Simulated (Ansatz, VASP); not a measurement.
**One calculation of GaC3, two programs**

The input INCAR:

```
SYSTEM = GaC3
  PREC = Accurate
  ENCUT = 520
  EDIFF = 1E-7
  ISMEAR = 0
  SIGMA = 0.1
  LREAL = .FALSE.
  LASPH = .TRUE.
  NELM = 100
  ALGO = Normal
  ISIF = 2
  LWAVE = .FALSE.
  LCHARG = .TRUE.
  GGA = CA
  LELF = .TRUE.
  LVHAR = .TRUE.
  NBANDS = 20
```

Contents of KPOINTS:

```
Automatic mesh
0
G
  7 7 7
  0 0 0
```

POSCAR

```
GaC3
1.0
    3.2740918527      0.0000000000      0.0000000000
    0.0000000000      3.2740918527      0.0000000000
    0.0000000000      0.0000000000      3.2740918527
Ga C
1 3
Direct
    0.0000000000      0.0000000000      0.0000000000
    0.0000000000      0.5000000000      0.5000000000
    0.5000000000      0.0000000000      0.5000000000
    0.5000000000      0.5000000000      0.0000000000
```

Input for Ansatz:

```yaml
crystal:
  lattice:
    - [3.2740918526699856, 0.0, 0.0]
    - [0.0, 3.2740918526699856, 0.0]
    - [0.0, 0.0, 3.2740918526699856]
  atoms:
    - { symbol: Ga, position: [0.0, 0.0, 0.0] }
    - { symbol: C, position: [0.0, 0.5, 0.5] }
    - { symbol: C, position: [0.5, 0.0, 0.5] }
    - { symbol: C, position: [0.5, 0.5, 0.0] }
basis:
  ecutwfc: 517.016338673772
kpoints:
  mp_grid:
    grid: [7, 7, 7]
hamiltonian:
  xc: lda
  pseudopotentials:
    kind: paw
scf:
  occupations:
    method: gaussian
    width: 0.1
output:
  stress: true
```

The cell comes from a database or a generator and needn't be the stable form of this composition.

Alike in both runs: task single point; functional LDA; k mesh 7 × 7 × 7; occupations gaussian, width 0.1 eV; no spin polarisation.

```csv
,VASP,Ansatz
version,VASP 6.6.1,Ansatz 0.2.0
potentials or method,"VASP PAW LDA potentials, release 64 (Ga_d, C)","plane waves, PAW"
plane-wave cutoff (eV),520,517
valence electrons in the cell,25,25
```

|  | VASP | Ansatz | Ansatz less VASP |
| --- | --- | --- | --- |
| pressure (GPa) | -0.9 | -1.6 | -0.68 |
